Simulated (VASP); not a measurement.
Crystal: H2Pb.

```
CELL_PARAMETERS angstrom
3.42693 0.00000 0.00000
-1.71346 2.96781 0.00000
0.00000 0.00000 5.55707
ATOMIC_POSITIONS crystal
H 0.33333 0.66667 0.00000
H 0.66667 0.33333 0.50000
Pb 0.66667 0.33333 0.00000
```

The cell was built by a generator and needn't be a form met in nature.

```yaml
Program: VASP 6.6.1
Task: relaxation of cell and atoms
Functional: TPSS
Potentials_or_basis: VASP PAW PBE potentials, release 64 (H, Pb_d)
Cutoff: 600 eV
k_mesh: 9 × 9 × 5
Occupations: gaussian, width 0.05 eV
Spin: no spin polarisation
```

At the start: pressure 3.7 GPa; volume 18.84 Å³/atom.

Q: How do energy, volume and symmetry change on relaxing?

A: Over 17 steps the energy falls by 521.7 meV/atom and the volume is 17.61 Å³/atom (-6.5 %); space group P-6m2 (No. 187, to 0.05 Å).

Step by step:
```tsv
step	energy change (eV)	largest force (eV/Å)	pressure (GPa)	volume (Å³)
1	0.0000	0.0000	3.67	56.52
2	-0.9898	0.0000	-1.34	59.54
3	-1.4116	0.0000	-3.25	61.42
4	-1.4425	0.0000	-3.16	61.65
5	-1.4672	0.0000	-3.26	61.88
6	-1.4607	0.0000	-3.15	61.80
7	-1.5371	0.0000	-1.74	57.54
8	-1.5494	0.0000	-0.87	55.68
9	-1.5499	0.0000	-0.65	55.22
10	-1.5618	0.0000	-0.37	54.07
11	-1.5644	0.0000	-0.22	53.48
12	-1.5636	0.0000	0.18	52.31
13	-1.5650	0.0000	-0.10	53.05
14	-1.5650	0.0000	-0.09	53.00
15	-1.5650	0.0000	-0.08	52.95
16	-1.5651	0.0000	0.04	52.80
17	-1.5651	0.0000	0.00	52.84
```

Final structure:
```cif
data_structure
_symmetry_space_group_name_H-M 'P 1'
_symmetry_Int_Tables_number 1
_cell_length_a 3.8576
_cell_length_b 3.8576
_cell_length_c 4.0997
_cell_angle_alpha 90.000
_cell_angle_beta 90.000
_cell_angle_gamma 120.000
_cell_volume 52.84
loop_
_atom_site_label
_atom_site_type_symbol
_atom_site_fract_x
_atom_site_fract_y
_atom_site_fract_z
_atom_site_occupancy
H1 H 0.33333 0.66667 0.00000 1
H2 H 0.66667 0.33333 0.50000 1
Pb1 Pb 0.66667 0.33333 0.00000 1
```

Caveat: the PAW data sets were made with another functional, which shifts forces and pressure a little.
